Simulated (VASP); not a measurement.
# SiB (R-3m) in VASP: relaxation of cell and atoms with PBE

Aim: the relaxation of cell and atoms of SiB with PBE.

Program: VASP 6.6.1. These are calculated values, not measurements. Logs are shortened: lines on timing, memory, paths and dates and some standing lists are left out, and cuts for length are marked.

## Step 1: The structure

It takes space group R-3m (No. 166, trigonal). The conventional cell has a = 4.038 Å, b = 4.038 Å, c = 5.982 Å, α = 90.00°, β = 90.00°, γ = 120.00°. Around Si (site symmetry -3m) lie 6 B at 2.54 Å. Around B (site symmetry -3m) lie 6 Si at 2.54 Å.

The cell was built by a generator and needn't be a form met in nature.

## Step 2: Relaxation of cell and atoms, PBE

Input file INCAR:

```
PREC = Normal
ENCUT = 520
EDIFF = 1E-4
ISMEAR = 0
SIGMA = 0.15
LREAL = False
LASPH = True
NELM = 60
ALGO = Fast
ISIF = 3
LWAVE = False
LCHARG = False
GGA = PE
IBRION = 2
NSW = 24
EDIFFG = -0.08
```

Input file KPOINTS:

```
Automatic mesh
0
Gamma
  7 7 7
```

Input file POSCAR:

```
SiB
1.0
    2.0189040000      1.1656147700      1.9941292400
   -2.0189040000      1.1656147700      1.9941292400
    0.0000000000     -2.3312295300      1.9941292400
Si B
1 1
Direct
    0.0000000000      0.0000000000      0.0000000000
    0.5000000000      0.5000000000      0.5000000000
```

Potentials or basis: VASP PAW PBE potentials, release 64 (Si, B).

Command:

```
> cat potpaw_PBE.64/Si/POTCAR potpaw_PBE.64/B/POTCAR > POTCAR
> mpirun -np 1 vasp_std > vasp.out
```

OUTCAR:

```text
PREC = Normal
   ENCUT = 520
   EDIFF = 1E-4
   ISMEAR = 0
   LREAL = False
   LASPH = True
   NELM = 60
   ISIF = 3
   GGA = PE
   IBRION = 2
   NSW = 24
   EDIFFG = -0.08

 ion  position               nearest neighbor table
   1  0.000  0.000  0.000-   2 2.54   2 2.54   2 2.54   2 2.54   2 2.54   2 2.54
   2  0.500  0.500  0.500-   1 2.54   1 2.54   1 2.54   1 2.54   1 2.54   1 2.54

  LATTYP: Found a trigonal (rhomboedric) cell.
 ALAT       =     3.0677650789
 COS(alpha) =     0.1338020856

  Lattice vectors:

 A1 = (   2.0189040000,   1.1656147700,   1.9941292400)
 A2 = (  -2.0189040000,   1.1656147700,   1.9941292400)
 A3 = (   0.0000000000,  -2.3312295300,   1.9941292400)

Analysis of symmetry for initial positions (statically):
=====================================================================
 Subroutine PRICEL returns:
 Original cell was already a primitive cell.

 Routine SETGRP: Setting up the symmetry group for a
 trigonal (rhombohedral) supercell.

 Subroutine GETGRP returns: Found 12 space group operations
 (whereof 12 operations were pure point group operations)
 out of a pool of 12 trial point group operations.

The static configuration has the point symmetry D_3d.

Analysis of symmetry for dynamics (positions and initial velocities):
=====================================================================
 Subroutine PRICEL returns:
 Original cell was already a primitive cell.

 Routine SETGRP: Setting up the symmetry group for a
 trigonal (rhombohedral) supercell.

 Subroutine GETGRP returns: Found 12 space group operations
 (whereof 12 operations were pure point group operations)
 out of a pool of 12 trial point group operations.

The dynamic configuration has the point symmetry D_3d.

 Subroutine INISYM returns: Found 12 space group operations
 (whereof 12 operations are pure point group operations),
 and found     1 'primitive' translations

----------------------------------------------------------------------------------------

                                     Primitive cell

  volume of cell :      28.1563

  direct lattice vectors                    reciprocal lattice vectors
     2.018904000  1.165614770  1.994129240     0.247659126  0.142986063  0.167157337
    -2.018904000  1.165614770  1.994129240    -0.247659126  0.142986063  0.167157337
     0.000000000 -2.331229530  1.994129240     0.000000000 -0.285972126  0.167157337

  length of vectors
     3.067765079  3.067765079  3.067765074     0.331242558  0.331242558  0.331242558

[... 98 lines left out ...]
   IMIX   =      4    mixing-type and parameters
     AMIX     =   0.40;   BMIX     =  1.00
     AMIX_MAG =   1.60;   BMIX_MAG =  1.00
  volume/ion in A,a.u.               =      14.08        95.00
  Fermi-wavevector in a.u.,A,eV,Ry     =   1.029396  1.945276 14.417493  1.059656
  Thomas-Fermi vector in A             =   2.163441
   LORBIT       =      0    0 simple, 1 ext, 2 COOP (PROOUT), +10 PAW based schemes
   GGA     = PE    functional components
   LHFCALC =     F    Hartree Fock is set to
   AEXX    =    0.0000 exact exchange contribution
   IVDW    =     0    specifies the selected vdW correction
   LEPSILON=     F    determine dielectric tensor
   LRPA    =     F    only Hartree local field effects (RPA)
 conjugate gradient relaxation of ions
 non-spin polarized calculation
 RMM-DIIS sequential band-by-band and
 Gauss-broadening in eV      SIGMA  =   0.15
  energy-cutoff  :      520.00
  volume of cell :       28.16
 maximum number of plane-waves:       775
   NGX = 11   NGY = 11   NGZ = 11

--------------------------------------- Ionic step        1  -------------------------------------------

 number of electron       7.0000001 magnetization

 Free energy of the ion-electron system (eV)
  ---------------------------------------------------
  ext. energy  EPLUGINS =         0.00000000
  ---------------------------------------------------
  free energy    TOTEN  =        -9.20153325 eV

  energy without entropy =       -9.18974874  energy(sigma->0) =       -9.19564100

------------------------ aborting loop because EDIFF is reached ----------------------------------------

  FORCE on cell =-STRESS in cart. coord.  units (eV):
  Direction    XX          YY          ZZ          XY          YZ          ZX
  --------------------------------------------------------------------------------------
  -------------------------------------------------------------------------------------
  Total       -4.7102258     -4.7102257     -2.6782733      0.0000000     -0.0000000      0.0000000
  in kB     -268.0260735   -268.0260730   -152.4018425      0.0000000     -0.0000003      0.0000000
  external PRESSURE =    -229.4846630 kB  Pullay stress =       0.0000000 kB
[... 275 lines left out ...]
--------------------------------------- Ionic step        9  -------------------------------------------

 number of electron       6.9999999 magnetization

 Free energy of the ion-electron system (eV)
  ---------------------------------------------------
  ext. energy  EPLUGINS =         0.00000000
  ---------------------------------------------------
  free energy    TOTEN  =       -10.96891555 eV

  energy without entropy =      -10.95554441  energy(sigma->0) =      -10.96222998

 E-fermi :   9.1864     XC(G=0): -11.7348

 val. band max:        9.1858177017   @ k =  -0.2857   0.2857   0.0000
 cond. band min:       9.2044746778   @ k =  -0.4286   0.2857   0.2857
 fundamental gap:      0.0186569762
 Fermi energy:         9.1863975309

 k-point     1 :       0.0000    0.0000    0.0000
  band No.  band energies     occupation
      1      -5.6582      2.00000
      2      11.1995      0.00000
      3      11.2308      0.00000
      4      11.2308      0.00000
      5      17.9723      0.00000
      6      18.0049      0.00000
      7      18.0049      0.00000
[... 221 lines left out ...]
 k-point    24 :       0.4286    0.2857    0.1429
  band No.  band energies     occupation
      1      -2.7154      2.00000
      2       5.7154      2.00000
      3       6.2585      2.00000
      4       8.9016      1.99276
      5      12.9840      0.00000
      6      16.6382      0.00000
      7      17.5059      0.00000

 [... further k-points ...]

------------------------ aborting loop because EDIFF is reached ----------------------------------------

  FORCE on cell =-STRESS in cart. coord.  units (eV):
  Direction    XX          YY          ZZ          XY          YZ          ZX
  --------------------------------------------------------------------------------------
  -------------------------------------------------------------------------------------
  Total       -0.0800767     -0.0800767     -0.0850166     -0.0000000     -0.0000000      0.0000000
  in kB       -6.3658117     -6.3658117     -6.7585194     -0.0000000     -0.0000000      0.0000000
  external PRESSURE =      -6.4967142 kB  Pullay stress =       0.0000000 kB
[... 17 lines left out ...]
  FREE ENERGIE OF THE ION-ELECTRON SYSTEM (eV)
  ---------------------------------------------------
  free  energy   TOTEN  =       -10.9689155527 eV

  energy  without entropy=      -10.9555444145  energy(sigma->0) =      -10.96222998

 reached required accuracy - stopping structural energy minimisation
```

CONTCAR:

```text
SiB
   1.00000000000000
     1.5265383691606971    0.8813473412341862    2.4966453432232494
    -1.5265383691606971    0.8813473412341862    2.4966453432232494
     0.0000000000000000   -1.7626946726807018    2.4966453422458277
  Si              B
     1     1
Direct
     0.0000000000000000    0.0000000000000000    0.0000000000000000
     0.5000000000000000    0.5000000000000000    0.5000000000000000

  0.00000000E+00  0.00000000E+00  0.00000000E+00
  0.00000000E+00  0.00000000E+00  0.00000000E+00
```

Run time: 9.1 s. Hardware: 1 thread of Intel Xeon 6975P-C (Granite Rapids), shared host; peak memory 0.12 GiB.

Results:

```yaml
Free_energy: -10.9689 eV
Relaxed_volume: 10.08 Å³/atom
Relaxed_cell: a = 3.056 Å, b = 3.056 Å, c = 3.056 Å, α = 59.93°, β = 59.93°, γ = 59.93°
Space_group_after_relaxing_to_0.05_Å: Fm-3m (No. 225)
Energy_gained_by_relaxing: 883.7 meV/atom
Ionic_steps: 9
Pressure_after_relaxing: -0.6 GPa
Band_gap_on_the_k_mesh: none (metal or under the smearing width)
```

The path:
```
step  energy change (eV)  largest force (eV/Å)  pressure (GPa)  volume (Å³)
   1              0.0000                0.0000          -22.95        28.16
   2             -0.8218                0.0000           -1.80        20.69
   3             -0.8265                0.0000            1.23        20.28
   4             -0.8264                0.0000            2.19        20.14
   5             -0.9080                0.0000            2.87        20.17
   6             -1.2389                0.0000            3.05        20.08
   7             -1.7502                0.0000            7.37        19.28
   8             -1.7237                0.0000           -9.15        21.52
   9             -1.7674                0.0000           -0.65        20.15
```

Final structure:
```
CELL_PARAMETERS angstrom
1.52654 0.88135 2.49665
-1.52654 0.88135 2.49665
0.00000 -1.76269 2.49665
ATOMIC_POSITIONS crystal
Si 0.00000 0.00000 0.00000
B 0.50000 0.50000 0.50000
```

Levels at points of the mesh, in eV from the Fermi level:
```
           k point  band 1  band 2  band 3  band 4  band 5  band 6  band 7
(0.00, 0.00, 0.00)  -14.84    2.01    2.04    2.04    8.79    8.82    8.82
```

Caveat: the volume moved by over 15 % at a fixed basis, so the end points are rough; the relaxation stopped at a loose force limit of 0.08 eV/Å, so its end isn't a converged minimum.
